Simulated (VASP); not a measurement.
```yaml
crystal:
  lattice:
    - [1.47538, -2.55543, 0.00000]
    - [1.47538, 2.55543, 0.00000]
    - [0.00000, 0.00000, 3.26806]
  atoms:
    - { symbol: Mg, position: [0.00000, 0.00000, 0.00000] }
    - { symbol: B, position: [0.33333, 0.66667, 0.50000] }
    - { symbol: B, position: [0.66667, 0.33333, 0.50000] }
```

All values below come from PBE GGA, VASP's PBE PAW potentials (set 64) (plane waves; VASP). Settings: 620 eV cut-off, 12×12×9 Γ-centred mesh, first-order Methfessel-Paxton smearing of 0.10 eV, potentials Mg B.

### Question
Estimate the energy per atom (σ→0), pressure, band gap (on the k-mesh) with the smallest direct gap where there is one.

### Answer

band gap (on the k-mesh): none (metal, semimetal or under 0.01 eV)
energy per atom (σ→0): -4.995 eV/atom
pressure: 29.96 GPa

Only differences to runs with the same potentials and settings are physical.

The compound is MgB2 in the AlB2 type structure. It was relaxed first under an external pressure of 30 GPa.
